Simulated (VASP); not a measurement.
Computed with PBE GGA, VASP's PBE PAW potentials (set 64) (plane waves; VASP).

The input files of a VASP run:

KPOINTS:
```
Regular mesh
0
G
 4 4 4
```

POSCAR:
```
Ga4AsP3
5.5608820
  0.9999999719   0.0000000000   0.0000000000
  0.0000000000   0.9999999719   0.0000000000
  0.0000000000   0.0000000000   0.9999999719
Ga P As
4 3 1
Cart
  0.9955788601   0.0044211119   0.0044211119
  0.5044210978   0.4955788741   0.0044211119
  0.5044210978   0.0044211119   0.4955788741
  0.9955788601   0.4955788741   0.4955788741
  0.2499999930   0.2499999930   0.2499999930
  0.7499999789   0.7499999789   0.2499999930
  0.7499999789   0.2499999930   0.7499999789
  0.2499999930   0.7499999789   0.7499999789
```

**INCAR**
```
SYSTEM = Ga4AsP3
PREC = Accurate
ENCUT = 400
EDIFF = 1E-6
NELM = 100
ALGO = Normal
LREAL = .FALSE.
LASPH = .TRUE.
ISMEAR = 0
SIGMA = 0.05
GGA = PE
LMAXMIX = 4
LWAVE = .FALSE.
LCHARG = .TRUE.
```

POTCAR, in this order: Ga_d P As (PBE.64 set). Program: vasp_std.

Output of the run:

**OUTCAR**
```
 ion  position               nearest neighbor table
   1  0.996  0.004  0.004-   5 2.39   6 2.39   7 2.39   8 2.45
   2  0.504  0.496  0.004-   5 2.39   6 2.39   7 2.39   8 2.45
   3  0.504  0.004  0.496-   5 2.39   6 2.39   7 2.39   8 2.45
   4  0.996  0.496  0.496-   5 2.39   6 2.39   7 2.39   8 2.45
   5  0.250  0.250  0.250-   1 2.39   2 2.39   3 2.39   4 2.39
   6  0.750  0.750  0.250-   1 2.39   2 2.39   3 2.39   4 2.39
   7  0.750  0.250  0.750-   1 2.39   2 2.39   3 2.39   4 2.39
   8  0.250  0.750  0.750-   1 2.45   2 2.45   3 2.45   4 2.45
  LATTYP: Found a simple cubic cell.
 ALAT       =     5.5608818439
 Subroutine PRICEL returns:
 Original cell was already a primitive cell.
 Subroutine GETGRP returns: Found 24 space group operations
The static configuration has the point symmetry C_3v.
 The point group associated with its full space group is T_d .
The dynamic configuration has the point symmetry C_3v.
 Subroutine INISYM returns: Found 24 space group operations
 Subroutine IBZKPT returns following result:
 Found     10 irreducible k-points:

 Following reciprocal coordinates:
            Coordinates               Weight
  0.000000  0.000000  0.000000      1.000000
  0.250000  0.000000  0.000000      6.000000
  0.500000  0.000000  0.000000      3.000000
  0.250000  0.250000  0.000000     12.000000
  0.500000  0.250000  0.000000     12.000000
  0.500000  0.500000  0.000000      3.000000
  0.250000  0.250000  0.250000      8.000000
  0.500000  0.250000  0.250000     12.000000
  0.500000  0.500000  0.250000      6.000000
  0.500000  0.500000  0.500000      1.000000
   k-points           NKPTS =     10   k-points in BZ     NKDIM =     10   number of bands    NBANDS=     43
   number of dos      NEDOS =    301   number of ions     NIONS =      8
   total plane-waves  NPLWV =  46656
   dimension x,y,z NGX =    36 NGY =   36 NGZ =   36
   dimension x,y,z NGXF=    72 NGYF=   72 NGZF=   72
   ions per type =               4   3   1
   PREC   = accura    normal or accurate (medium, high low for compatibility)
...
```

File OSZICAR:
```
       N       E                     dE             d eps       ncg     rms          rms(c)
DAV:   1     0.569045881270E+03    0.56905E+03   -0.29240E+04   901   0.209E+03
DAV:   2     0.535301346740E+02   -0.51552E+03   -0.50335E+03   948   0.528E+02
DAV:   3    -0.312636901772E+02   -0.84794E+02   -0.82507E+02  1005   0.161E+02
DAV:   4    -0.363564337793E+02   -0.50927E+01   -0.50674E+01  1055   0.398E+01
DAV:   5    -0.365130853291E+02   -0.15665E+00   -0.15649E+00  1178   0.666E+00    0.774E+00
DAV:   6    -0.356544846774E+02    0.85860E+00   -0.19498E+00  1266   0.140E+01    0.462E+00
DAV:   7    -0.355787119442E+02    0.75773E-01   -0.78210E-01  1015   0.346E+00    0.192E+00
DAV:   8    -0.355822345846E+02   -0.35226E-02   -0.14116E-01  1123   0.386E+00    0.248E-01
DAV:   9    -0.355811700870E+02    0.10645E-02   -0.20414E-02  1130   0.189E+00    0.923E-02
DAV:  10    -0.355817219487E+02   -0.55186E-03   -0.29258E-03  1115   0.313E-01    0.594E-02
DAV:  11    -0.355820506822E+02   -0.32873E-03   -0.49635E-04  1130   0.128E-01    0.230E-02
DAV:  12    -0.355820617929E+02   -0.11111E-04   -0.97541E-05  1069   0.888E-02    0.136E-02
DAV:  13    -0.355820697147E+02   -0.79218E-05   -0.26585E-05   882   0.227E-02    0.559E-03
DAV:  14    -0.355820696402E+02    0.74557E-07   -0.25417E-06   767   0.192E-02
   1 F= -.35582070E+02 E0= -.35582070E+02  d E =-.632748E-11
```

**OUTCAR**
```
------------------------ aborting loop because EDIFF is reached ----------------------------------------
  FORCE on cell =-STRESS in cart. coord.  units (eV):
  Direction    XX          YY          ZZ          XY          YZ          ZX
  --------------------------------------------------------------------------------------
  Total       -0.0216958     -0.0216958     -0.0216958      0.0000000      0.0000000      0.0000000
  in kB       -0.2021411     -0.2021411     -0.2021411      0.0000000      0.0000000      0.0000000
  external PRESSURE =      -0.2021411 kB  Pullay stress =       0.0000000 kB
  volume of cell :      171.96
      direct lattice vectors                 reciprocal lattice vectors
     5.560881844  0.000000000  0.000000000     0.179827594  0.000000000  0.000000000
     0.000000000  5.560881844  0.000000000     0.000000000  0.179827594  0.000000000
     0.000000000  0.000000000  5.560881844     0.000000000  0.000000000  0.179827594
 POSITION                                       TOTAL-FORCE (eV/Angst)
 -----------------------------------------------------------------------------------
      5.53630      0.02459      0.02459        -0.006005      0.006005      0.006005
      2.80503      2.75586      0.02459         0.006005     -0.006005      0.006005
      2.80503      0.02459      2.75586         0.006005      0.006005     -0.006005
      5.53630      2.75586      2.75586        -0.006005     -0.006005     -0.006005
      1.39022      1.39022      1.39022         0.000000      0.000000     -0.000000
      4.17066      4.17066      1.39022         0.000000      0.000000     -0.000000
      4.17066      1.39022      4.17066         0.000000      0.000000     -0.000000
      1.39022      4.17066      4.17066         0.000000      0.000000     -0.000000
 -----------------------------------------------------------------------------------
    total drift:                                0.000000      0.000000     -0.000000
  FREE ENERGIE OF THE ION-ELECTRON SYSTEM (eV)
  ---------------------------------------------------
  free  energy   TOTEN  =       -35.5820696402 eV

  energy  without entropy=      -35.5820696402  energy(sigma->0) =      -35.58206964
```
(Selected blocks of OUTCAR.)

The structure was generated: Ga4AsP3 was put into an ordered model structure (P-43m), which need not be its known phase. It was relaxed first.
